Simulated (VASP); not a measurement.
Here is the system:

```xyz
3
Lattice="0.0000 2.5101 2.5101 2.5101 0.0000 2.5101 2.5101 2.5101 0.0000" Properties=species:S:1:pos:R:3 pbc="T T T"
Hf     0.0000     0.0000     0.0000
O      3.7651     3.7651     3.7651
O      1.2550     1.2550     1.2550
```

Level of theory: PBEsol GGA, VASP's PBE PAW potentials (set 64) (plane waves; VASP 6.6.1). Numerical set-up: 520 eV cut-off, 9×9×9 Γ-centred mesh, tetrahedra with Blöchl corrections, potentials Hf_pv O.

Predict the energy per atom (σ→0).

```json
{
  "energy per atom (σ→0)": "-10.546 eV/atom"
}
```

The absolute energy has meaning only against runs of the same code, potentials and settings.

The structure comes from a computed database's HfO2 entry (Fm-3m); how it stands against other phases isn't given here. It was relaxed first.
